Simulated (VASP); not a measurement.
The system is SiB2.

```
Si B
1.0
     3.10990    0.00000    0.00000
    -1.55495    2.69325    0.00000
     0.00000    0.00000    3.73862
Si B
1 2
Direct
  0.00000 0.00000 0.15744
  0.33333 0.66667 0.00000
  0.66667 0.33333 0.00000
```

The cell was built by a generator and needn't be a form met in nature.

| Quantity | Value |
| --- | --- |
| Program | VASP 6.6.1 |
| Task | relaxation of cell and atoms |
| Functional | PBE |
| Dispersion | D3(BJ) |
| Potentials or basis | VASP PAW PBE potentials, release 64 (Si, B) |
| Cutoff | 600 eV |
| k mesh | 6 × 6 × 6 |
| Occupations | gaussian, width 0.1 eV |
| Spin | no spin polarisation |

At the start: pressure 38.6 GPa; volume 10.44 Å³/atom.

Q: How do energy, volume and symmetry change on relaxing?

A: Over 23 steps the energy falls by 1102.4 meV/atom and the volume is 8.74 Å³/atom (-16.2 %); space group P6/mmm (No. 191, to 0.05 Å).

Step by step:
```tsv
step	energy change (eV)	largest force (eV/Å)	pressure (GPa)	volume (Å³)
1	0.0000	4.1932	38.55	31.31
2	-0.2955	0.0626	-22.24	43.84
3	-1.0368	1.4998	-5.78	37.19
4	-1.0390	1.5920	-4.61	36.92
5	-1.0389	1.6328	-4.08	36.80
6	-1.2659	1.6884	-4.61	35.90
7	-2.3381	2.1477	-11.59	33.26
8	-3.1702	0.0550	-4.65	28.28
9	-3.0964	1.4081	14.96	24.35
10	-3.2585	0.1018	2.59	26.31
11	-3.2597	0.1518	2.74	26.21
12	-3.2413	0.6501	7.24	25.28
13	-3.2615	0.2130	2.97	26.09
14	-3.2607	0.4109	4.62	25.68
15	-3.2627	0.2728	3.36	25.96
16	-3.1840	0.4513	-7.24	27.18
17	-3.2851	0.3601	0.18	26.29
18	-3.2852	0.3648	-0.51	26.37
19	-3.2855	0.3633	-0.19	26.33
20	-3.2996	0.1879	-0.97	26.37
21	-3.3046	0.0153	-1.55	26.41
22	-3.2918	0.0785	2.91	25.78
23	-3.3071	0.0125	-0.41	26.23
```

Final structure:
```xyz
3
Lattice="2.9566 0.0000 0.0000 -1.4783 2.5605 0.0000 0.0000 0.0000 3.4651" Properties=species:S:1:pos:R:3 pbc="T T T"
Si    0.0000    0.0000    1.3334
B     0.0000    1.7070    3.0712
B     1.4783    0.8535    3.0712
```

Caveat: the k mesh is coarse (spacing up to 0.39 Å⁻¹), so the values aren't converged; the volume moved by over 15 % at a fixed basis, so the end points are rough.
